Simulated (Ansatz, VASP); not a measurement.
# Zn2SeS ([001] superlattice of 3 + 3 monolayers (invented)): VASP beside Ansatz, part 2 of 2

One calculation is typed for both programs; each brings its own data sets. How far apart do they land? The cell is generated by rule, not measured, and may not be a known phase. The cell is taken from a series of runs on this material, whose earlier steps may have relaxed, scaled, displaced or heated it; both programs get it as it stands.

VASP 6.6.1 and Ansatz 0.2.0.

So far: The structure; VASP: relaxation of cell and atoms, r2SCAN.

### Step 3. Ansatz: relaxation of cell and atoms, r2SCAN

Level of this step: Ansatz beside VASP: Kohn-Sham DFT, plane waves, r2SCAN (Ansatz).

Ansatz runs on its PAW soft_1 files.

The same cell, functional and mesh now go to Ansatz, which takes its cutoff from its data sets.

input.yaml reads:

```yaml
crystal:
  lattice:
    - [3.912528828, 0.0, 0.0]
    - [0.0, 3.912528828, 0.0]
    - [0.0, 0.0, 16.5529338154]
  atoms:
    - { symbol: Zn, position: [0.5, 0.0, 0.7365566528] }
    - { symbol: Se, position: [0.5, 0.5, 0.8244019762] }
    - { symbol: Zn, position: [0.0, 0.5, 0.9121155709] }
    - { symbol: Se, position: [0.0, 0.0, 0.0] }
    - { symbol: Zn, position: [0.5, 0.0, 0.0878844291] }
    - { symbol: Se, position: [0.5, 0.5, 0.1755980238] }
    - { symbol: Zn, position: [0.0, 0.5, 0.2634433472] }
    - { symbol: S, position: [0.0, 0.0, 0.3423503991] }
    - { symbol: Zn, position: [0.5, 0.0, 0.4212551371] }
    - { symbol: S, position: [0.5, 0.5, 0.5] }
    - { symbol: Zn, position: [0.0, 0.5, 0.5787448629] }
    - { symbol: S, position: [0.0, 0.0, 0.6576496009] }
kpoints:
  mp_grid: { grid: [6, 6, 2] }
hamiltonian:
  xc: r2scan
  pseudopotentials: { kind: paw, azcp: { folder: soft_1 } }
scf:
  occupations: { method: fixed }
output:
  forces: true
  stress: true
  eigenvalues: true
relax:
  adjacent_minimum: "off"
  f_tol: 0.001
  max_steps: 60
  cell: { stress_tol: 0.01 }
```

On the command line:

```
> ansatz run input.yaml --threads 4 --pin off --max-ram 10240MiB --backend cpu --events-out ev --progress --plain --runs-dir out
```

Numbers of over 12 decimals in the logs are rounded to 6 here.

The program printed:

```text
Engine: ansatz 0.2.0, aarch64-unknown-linux-gnu
Pseudopotentials: kind: paw
Pseudopotential: Zn, paw, valence charge 12, recommended cutoff 500 eV (meta_gga), soft_1/Zn.paw.azcp
Pseudopotential: Se, paw, valence charge 16, recommended cutoff 500 eV (meta_gga), soft_1/Se.paw.azcp
Pseudopotential: S, paw, valence charge 6, recommended cutoff 500 eV (meta_gga), soft_1/S.paw.azcp
Functional definition: r2SCAN
  parameter k0 = 0.174
  parameter k1 = 0.065
  parameter a1 = 4.9479
  exchange = r2scan_x(k0 = k0, k1 = k1, a1 = a1)
  correlation = r2scan_c
Crystal: 12 atoms, lattice volume = 253.390 Å³
Basis set: ecut = 500 eV, 6389 PW (Γ), exchange–correlation on 120×120×500 points (64 copies of the dense FFT grid, shifted against one another)
Bands: 83, of which v1, the nominal top of the filled ones, is band 69 counted from 1 (68 counted from 0)
Symmetry: 8 space group operations
Space group: P-4m2 (ITA 115), of the structure as read, at distance tolerance 6.3e-5 Å
k-points: 20 of 72
Non-local potential: Zn, projectors of the file, l = 0: 2, l = 1: 2, l = 2: 3, l = 3: 1
Non-local potential: Se, projectors of the file, l = 0: 2, l = 1: 2, l = 2: 3, l = 3: 1
Non-local potential: S, projectors of the file, l = 0: 2, l = 1: 2, l = 2: 1
PAW form: soft (Blöchl's): semilocal exchange-correlation on the pseudo side does not see the compensation charge
PAW frozen core: Zn, regenerated for the run's functional (the file was generated under x = pbe(κ = 0.804, μ = 0.219515), c = pbe(β = 0.066725))
PAW frozen core: Se, regenerated for the run's functional (the file was generated under x = pbe(κ = 0.804, μ = 0.219515), c = pbe(β = 0.066725))
PAW frozen core: S, regenerated for the run's functional (the file was generated under x = pbe(κ = 0.804, μ = 0.219515), c = pbe(β = 0.066725))
PAW one-centre angular grid: Zn, 590 points (default); XC on 160 Gauss nodes
PAW one-centre angular grid: Se, 590 points (default); XC on 160 Gauss nodes
PAW one-centre angular grid: S, 302 points (default); XC on 160 Gauss nodes
Initial density: superposition of atomic densities (chi_scale 0.1, normalization cell, long waves 33 % of neutral atoms (reshape's long-wave potential 1.33 eV rms, cloud 2.42 Å wide))
Initial wavefunctions: pseudopotential atomic-orbital guess
Functional: x = r2scan, c = r2scan; τ floored in thin density (d = 2e-4 eV/Å³)
SCF iter   1: F=—  HF=-39118.609493 eV  |F-HF|=—  |Δ(HF+E_count)|=         —  Δρ=6.66e-2  dr2=9.05e0  dr2_τ=6.34e-2  ethr=3.10e-3  ⟨swp⟩=5.0  Hψ=6220  notcnv=0  defer=208
preconditioner: auto → Resta (q_TF=auto, 2.466 Å⁻¹)  ε∞=5.0  [insulator: Δε(μ)=0.783 eV  Ē_g=12.115 eV  n_scr=68 (ndim 8)  ℏωp=24.2 eV  f_vac=0.014  ε∞_Penn≈5.0]
SCF iter   2: F=—  HF=-39116.982227 eV  |F-HF|=—  |Δ(HF+E_count)|=    1.63e0  Δρ=1.96e-2  dr2=1.05e0  dr2_τ=1.44e-2  ethr=3.10e-3  ⟨swp⟩=2.6  Hψ=3029  notcnv=0  defer=214
SCF iter   3: F=—  HF=-39116.820972 eV  |F-HF|=—  |Δ(HF+E_count)|=   1.61e-1  Δρ=1.41e-2  dr2=3.58e-1  dr2_τ=3.38e-3  ethr=7.57e-4  ⟨swp⟩=2.3  Hψ=2980  notcnv=0  defer=221
SCF iter   4: F=—  HF=-39116.786370 eV  |F-HF|=—  |Δ(HF+E_count)|=   3.46e-2  Δρ=4.74e-3  dr2=4.27e-2  dr2_τ=4.67e-4  ethr=2.59e-4  ⟨swp⟩=2.8  Hψ=2602  notcnv=0  defer=233
SCF iter   5: F=—  HF=-39116.800138 eV  |F-HF|=—  |Δ(HF+E_count)|=   1.38e-2  Δρ=9.44e-4  dr2=3.57e-3  dr2_τ=7.27e-5  ethr=3.10e-5  ⟨swp⟩=2.0  Hψ=2888  notcnv=0  defer=234
SCF iter   6: F=—  HF=-39116.800170 eV  |F-HF|=—  |Δ(HF+E_count)|=   3.24e-5  Δρ=5.14e-4  dr2=4.36e-4  dr2_τ=8.06e-6  ethr=2.59e-6  ⟨swp⟩=2.3  Hψ=2930  notcnv=0  defer=240
SCF iter   7: F=—  HF=-39116.800283 eV  |F-HF|=—  |Δ(HF+E_count)|=   1.13e-4  Δρ=3.34e-4  dr2=1.92e-4  dr2_τ=1.90e-6  ethr=3.16e-7  ⟨swp⟩=2.0  Hψ=2894  notcnv=0  defer=233
SCF iter   8: F=—  HF=-39116.800318 eV  |F-HF|=—  |Δ(HF+E_count)|=   3.54e-5  Δρ=1.77e-4  dr2=4.47e-5  dr2_τ=5.69e-7  ethr=1.39e-7  ⟨swp⟩=2.0  Hψ=2469  notcnv=0  defer=209
SCF iter   9: F=—  HF=-39116.800209 eV  |F-HF|=—  |Δ(HF+E_count)|=   1.09e-4  Δρ=5.36e-5  dr2=3.42e-6  dr2_τ=4.43e-8  ethr=3.24e-8  ⟨swp⟩=2.0  Hψ=2912  notcnv=0  defer=171
SCF iter  10: F=—  HF=-39116.800213 eV  |F-HF|=—  |Δ(HF+E_count)|=   4.18e-6  Δρ=7.46e-6  dr2=1.29e-7  dr2_τ=1.19e-8  ethr=2.48e-9  ⟨swp⟩=2.0  Hψ=2466  notcnv=0  defer=171
SCF iter  11: F=-39116.800213 eV  HF=-39116.800213 eV  |F-HF|=8.79e-9  |Δ(HF+E_count)|=   5.76e-8  Δρ=2.75e-6  dr2=1.50e-8  dr2_τ=3.69e-10  ethr=7.25e-11  ⟨swp⟩=14.8  Hψ=9271  notcnv=0
SCF 1 converged in 11 iterations: F = -39116.800213 eV  dr2 = 1.50e-8
  greatest PAW one-centre occupation: 1.000 electrons in one spin orbital (limit 2), on the Se atom at site 5 (counted from 0), in its partial waves of l = 2
relax step   1: F+E_penalty+E_count = -39116.80021341 eV  Δ(F+E_penalty+E_count) = +0.000e0 eV  max|allowed force component| = 6.087e-4 eV/Å  Δτ_max = 0.0000 Å  P = -0.001 GPa  Ω = 253.390 Å³  (11 SCF iters, dr2 threshold 1.00e-7 eV, accepted)
Initial density: handed on by an earlier stage of this run
Initial wavefunctions: pseudopotential atomic-orbital guess (no wavefunctions were taken with the density)
iter 1 solved again at ethr=3.51e-8 eV; its pass at ethr=3.10e-3 eV (dr2=4.84e-5 eV) is discarded
SCF iter   1: F=—  HF=-39116.800299 eV  |F-HF|=—  |Δ(HF+E_count)|=         —  Δρ=2.91e-6  dr2=1.69e-8  dr2_τ=4.29e-10  ethr=3.51e-8  ⟨swp⟩=4.2  Hψ=11624  notcnv=0  defer=240
preconditioner: auto → Resta (q_TF=auto, 2.466 Å⁻¹)  ε∞=5.5  [insulator: Δε(μ)=2.136 eV  Ē_g=11.415 eV  n_scr=68 (ndim 8)  ℏωp=24.2 eV  f_vac=0.069  ε∞_Penn≈5.5]
SCF iter   2: F=—  HF=-39116.800213 eV  |F-HF|=—  |Δ(HF+E_count)|=   8.55e-5  Δρ=1.54e-6  dr2=5.00e-9  dr2_τ=1.31e-10  ethr=1.22e-11  ⟨swp⟩=3.1  Hψ=3710  notcnv=0  defer=211
SCF iter   3: F=—  HF=-39116.800213 eV  |F-HF|=—  |Δ(HF+E_count)|=  5.09e-10  Δρ=8.49e-7  dr2=2.27e-9  dr2_τ=2.52e-11  ethr=3.62e-12  ⟨swp⟩=2.0  Hψ=2241  notcnv=0  defer=211
SCF iter   4: F=—  HF=-39116.800213 eV  |F-HF|=—  |Δ(HF+E_count)|=   1.59e-9  Δρ=3.62e-7  dr2=3.69e-10  dr2_τ=1.06e-11  ethr=1.64e-12  ⟨swp⟩=2.0  Hψ=2571  notcnv=0  defer=211
SCF iter   5: F=—  HF=-39116.800213 eV  |F-HF|=—  |Δ(HF+E_count)|=  3.64e-11  Δρ=1.28e-7  dr2=5.96e-11  dr2_τ=1.41e-12  ethr=1.00e-12  ⟨swp⟩=2.8  Hψ=2747  notcnv=0  defer=211
SCF iter   6: F=—  HF=-39116.800213 eV  |F-HF|=—  |Δ(HF+E_count)|=  2.18e-11  Δρ=1.08e-7  dr2=1.82e-11  dr2_τ=3.60e-13  ethr=1.00e-12  ⟨swp⟩=1.0  Hψ=1500  notcnv=0  defer=211
SCF iter   7: F=-39116.800213 eV  HF=-39116.800213 eV  |F-HF|=1.46e-11  |Δ(HF+E_count)|=  1.46e-11  Δρ=2.67e-8  dr2=1.57e-12  dr2_τ=9.17e-14  ethr=1.00e-12  ⟨swp⟩=15.6  Hψ=12192  notcnv=0
SCF 2 converged in 7 iterations: F = -39116.800213 eV  dr2 = 1.57e-12
relax step   2: F+E_penalty+E_count = -39116.80021342 eV  Δ(F+E_penalty+E_count) = -1.087e-8 eV  max|allowed force component| = 5.763e-4 eV/Å  Δτ_max = 0.0000 Å  P = -0.001 GPa  Ω = 253.390 Å³  stress off target by 1.14e-3 GPa  SCF on the basis re-selected at this cell (its energy is not comparable with the rows above)  (7 SCF iters)
basis re-selected at this cell: Δ(F+E_penalty+E_count) = -1.087e-8 eV, ΔP = +0.000 GPa vs the last step (what re-selecting the basis moved, of the pressure what is left beyond the Pulay correction that the steps carried, after the strain that the cell walked since its last selection, with what the two solves' SCF thresholds leave and, on support functions, any second-order correction that the steps lacked; it is no m [...]
SCF converged after 7 iterations
Free energy (F): -39116.800213 eV
Harris-Foulkes:  -39116.800213 eV  (|F-HF|=1.46e-11)
Internal energy: -39116.800213 eV  (E = F + TS)
E sigma→0 (E₀):  -39116.800213 eV
Fermi energy:    6.068339 eV
--- Per-component energies (eV) ---
  E_band       = -1222.866870
  E_kinetic    = 1526.488809
  E_local      = -23631.336816  (includes V_loc(G=0)·N_el)
  E_nonlocal   = 4000.087863
  E_hartree    = 10477.355840
  E_xc         = -913.409056
  E_vxc        = -865.978507  (∫ρ·V_xc dr)
  E_paw        = -19774.840406  (= ΣΔE_a)
  E_vpaw       = -3249.449012  (= ΣTr[D̂ρ^β])
  E_aug_tail   = 0.000424  (compensation charges beyond the density's cutoff)
  E_vtau       = 42.608790  (kinetic-family band-sum trace: ∫τ·v_τ [+ j·A + Jᵃ·Aᵃ] dr)
  E_ewald      = -10794.427589
  E_core_change = -6.719281  (= ΣΔE_core)
  E_smearing   = -0.000000  (= −TS)
  E_closure    = 0.000000  (closes the sum)
  Σ components = -39116.800213   (vs F -39116.800213, Δ=0.00e0)
--- Forces (eV/Å), atoms counted from 1 ---
  atom   1  Zn    -0.00000000     0.00000000    -0.00013029
  atom   2  Se    -0.00000000     0.00000000     0.00057628
  atom   3  Zn     0.00000000     0.00000000     0.00020226
  atom   4  Se     0.00000000     0.00000000     0.00000000
  atom   5  Zn    -0.00000000     0.00000000    -0.00020226
  atom   6  Se    -0.00000000     0.00000000    -0.00057628
  atom   7  Zn     0.00000000     0.00000000     0.00013029
  atom   8  S      0.00000000     0.00000000    -0.00007769
  atom   9  Zn    -0.00000000     0.00000000     0.00036416
  atom  10  S      0.00000000     0.00000000     0.00000000
  atom  11  Zn     0.00000000     0.00000000    -0.00036416
  atom  12  S     -0.00000000     0.00000000     0.00007769
  max |Σ_I F_I| component: 1.67e-28 eV/Å
--- Stress (GPa, compression-positive) ---
       -0.001135       0.000000      -0.000000
        0.000000      -0.001135       0.000000
       -0.000000       0.000000      -0.000133
  P = ⅓ Tr σ = -0.0008 GPa (-0.008 kbar)
--- Band table (eV; the first three rows and the last of 20) ---
  k-point 0: bands = [... 65 lower, 5.3546, 5.9397, 6.0683, 6.0683, 8.2045, 9.4372, 9.8139, 9.9653, ... 10 higher]
  k-point 1: bands = [... 65 lower, 5.6102, 5.6102, 5.9976, 5.9976, 8.8270, 8.9350, 9.5032, 9.6721, ... 10 higher]
  k-point 2: bands = [... 65 lower, 5.3965, 5.4258, 5.5584, 6.0051, 9.2184, 9.8421, 9.8680, 9.9095, ... 10 higher]
  k-point 19: bands = [... 65 lower, 3.5935, 3.6128, 3.6648, 3.7053, 9.7930, 9.8810, 9.9032, 10.0224, ... 10 higher]
--- Relaxed structure (1 steps of the walk, 1 accepted, 1 SCFs on fresh bases) ---
  F+E_penalty+E_count = -39116.80021342 eV   max|allowed force component| = 5.763e-4 eV/Å   (the final SCF, on the basis selected at the relaxed cell)
  cell:  # Å, volume = 253.3904 Å³
    - [3.912528828, 0.0, 0.0]
    - [0.0, 3.912528828, 0.0]
    - [0.0, 0.0, 16.5529338154]
  atoms:
    - { symbol: Zn, position: [0.500000, 0.0, 0.736557] }
    - { symbol: Se, position: [0.500000, 0.500000, 0.824402] }
    - { symbol: Zn, position: [0.0, 0.500000, 0.912116] }
    - { symbol: Se, position: [0.0, 0.0, 0.0] }
    - { symbol: Zn, position: [0.500000, 0.0, 0.087884] }
    - { symbol: Se, position: [0.500000, 0.500000, 0.175598] }
    - { symbol: Zn, position: [0.0, 0.500000, 0.263443] }
    - { symbol: S, position: [0.0, 0.0, 0.342350] }
    - { symbol: Zn, position: [0.500000, 0.0, 0.421255] }
    - { symbol: S, position: [0.500000, 0.500000, 0.500000] }
    - { symbol: Zn, position: [0.0, 0.500000, 0.578745] }
    - { symbol: S, position: [0.0, 0.0, 0.657650] }
```

### Step 4. Differences

Known differences besides the potentials themselves: VASP keeps PBE cores, Ansatz makes them for the functional; fixed occupations in Ansatz, narrow Gaussian smearing in VASP; the data sets hold 138 valence electrons in Ansatz (on its PAW soft_1 files) and 108 in VASP; the cutoff is 500 eV in Ansatz and 550 eV in VASP; Ansatz adds a Pulay correction to the stress that steers its cell, VASP none. Total energies have different zeros and are not compared.

The two programs side by side:

```csv
quantity,Ansatz,VASP,difference
volume (Å³),253.39,253.43,-0.01 %
"edge a after relaxation, in the typed setting (Å)",3.913,3.910,+0.07 %
"edge c after relaxation, in the typed setting (Å)",16.553,16.580,-0.17 %
```

### Step 5. What came out

```
difference in edge c after relaxation, in the typed setting (relaxation of cell and atoms, r2SCAN) : -0.17 %
```

What this shows: The difference in edge c after relaxation, in the typed setting is -0.17 % (relaxation of cell and atoms, r2SCAN), within the 1.2 % picked in this series as the mark of a large difference, as far as the stopping tolerances let one tell. The data sets hold unlike numbers of valence electrons (138 in Ansatz and 108 in VASP), so part of the differences comes from the potentials. How closely two codes agree says nothing of how well the functional describes the real material.

[Lines on the potential files, build, host, timing and source positions are cut from VASP's logs without a mark.]

[Logs are printed without paths, hosts, clocks, repeated set-up lines and the standing remarks that a program may print on its own settings, such as how far it seeks lower states.]

[Hosts, paths, dates, database ids (printed as entryN), source tags and the programs' standing remarks are cut or masked in the printed files.]
